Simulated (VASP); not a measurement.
A run of VASP 6.6.1:

Contents of INCAR:

```
SYSTEM = YbMn2Sb2
ALGO = Normal
EDIFF = 1E-7
ENCUT = 520
GGA = PS
ISIF = 2
ISMEAR = -1
ISPIN = 2
LASPH = .TRUE.
LCHARG = .FALSE.
LMAXMIX = 6
LORBIT = 11
LREAL = .FALSE.
LWAVE = .FALSE.
MAGMOM = 1 0 0 4 4
NELM = 100
PREC = Accurate
SIGMA = 0.05
```

File KPOINTS:

```
k-points
0
G
  5 5 3
  0 0 0
```

File POSCAR:

```
YbMn2Sb2
1.0
    4.5220000000      0.0000000000      0.0000000000
   -2.2610000000      3.9161668759      0.0000000000
    0.0000000000      0.0000000000      7.4390000000
Yb Sb Mn
1 2 2
Direct
    0.0000000000      0.0000000000      0.0000000000
    0.6666666667      0.3333333333      0.7400000000
    0.3333333333      0.6666666667      0.2600000000
    0.6666666667      0.3333333333      0.3800000000
    0.3333333333      0.6666666667      0.6200000000
```

Potentials or basis: VASP PAW PBE potentials, release 64 (Yb, Sb, Mn_pv).

Command:

```bash
$ cat potpaw_PBE.64/Yb/POTCAR potpaw_PBE.64/Sb/POTCAR potpaw_PBE.64/Mn_pv/POTCAR > POTCAR
$ mpirun -np 1 vasp_std > vasp.out
```

Hardware: 1 thread of AMD EPYC 7R43 64-Core Processor (Zen 3), on a shared host.

Question: Estimate the wall time of this run.

Answer: It took 14 min on 1 thread of AMD EPYC 7R43 64-Core Processor (Zen 3), with other jobs on the host, peak memory 0.32 GiB. Counts: scf iterations 68, k points 12.
